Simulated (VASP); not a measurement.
The system is HfN.

```xyz
8
Lattice="4.5100 0.0000 0.0000 0.0000 4.5100 0.0000 0.0000 0.0000 4.5100" Properties=species:S:1:pos:R:3 pbc="T T T"
Hf    0.0000    0.0000    0.0000
Hf    0.0000    2.2550    2.2550
Hf    2.2550    0.0000    2.2550
Hf    2.2550    2.2550    0.0000
N     2.2550    2.2550    2.2550
N     0.0000    0.0000    2.2550
N     0.0000    2.2550    0.0000
N     2.2550    0.0000    0.0000
```

The cell was built by a generator and needn't be a form met in nature.

| Quantity | Value |
| --- | --- |
| Program | VASP 6.6.1 |
| Task | relaxation of cell and atoms |
| Functional | PBE |
| Potentials or basis | VASP PAW PBE potentials, release 64 (Hf_pv, N) |
| Cutoff | 600 eV |
| k mesh | 5 × 5 × 5 |
| Occupations | fermi-dirac, width 0.05 eV |
| Spin | no spin polarisation |

At the start: pressure 4.6 GPa; volume 11.47 Å³/atom.

Q: How do energy, volume and symmetry change on relaxing?

A: Over 3 steps the energy falls by 2.7 meV/atom and the volume is 11.66 Å³/atom (+1.7 %); space group Fm-3m (No. 225, to 0.05 Å).

The path:
```
step  energy change (eV)  largest force (eV/Å)  pressure (GPa)  volume (Å³)
   1              0.0000                0.0000            4.61        91.73
   2              0.0515                0.0000           -7.77        96.18
   3             -0.0216                0.0000           -0.03        93.27
```

Final structure:
```yaml
crystal:
  lattice:
    - [4.53507, 0.00000, 0.00000]
    - [0.00000, 4.53507, 0.00000]
    - [0.00000, 0.00000, 4.53507]
  atoms:
    - { symbol: Hf, position: [0.00000, 0.00000, 0.00000] }
    - { symbol: Hf, position: [0.00000, 0.50000, 0.50000] }
    - { symbol: Hf, position: [0.50000, 0.00000, 0.50000] }
    - { symbol: Hf, position: [0.50000, 0.50000, 0.00000] }
    - { symbol: N, position: [0.50000, 0.50000, 0.50000] }
    - { symbol: N, position: [0.00000, 0.00000, 0.50000] }
    - { symbol: N, position: [0.00000, 0.50000, 0.00000] }
    - { symbol: N, position: [0.50000, 0.00000, 0.00000] }
```
